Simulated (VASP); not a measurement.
Input:

```
CELL_PARAMETERS angstrom
      0.00000     2.61243     2.61243
      2.61243     0.00000     2.61243
      2.61243     2.61243     0.00000
ATOMIC_POSITIONS crystal
  Yb 0.00000 0.00000 0.00000
```

Calculation: PBEsol GGA, VASP's PBE PAW potentials (set 64) (plane waves; VASP). Settings: 520 eV cut-off, 9×9×9 Γ-centred mesh, Gaussian smearing of 0.050 eV, potentials Yb_2.

The 4f electrons are frozen in the core of the lanthanide potential, so 4f levels, which can set the real gap, and their magnetism are missing.

Question: What does the run give for the energy per atom (σ→0)?

Answer: 
```yaml
energy per atom (σ→0): -1.743 eV/atom
```

Total energies compare only between runs with the same potentials, cut-off and functional.

The compound is Yb in the fcc structure. This cell is one point of a volume scan, at 0.97 of the reference volume.
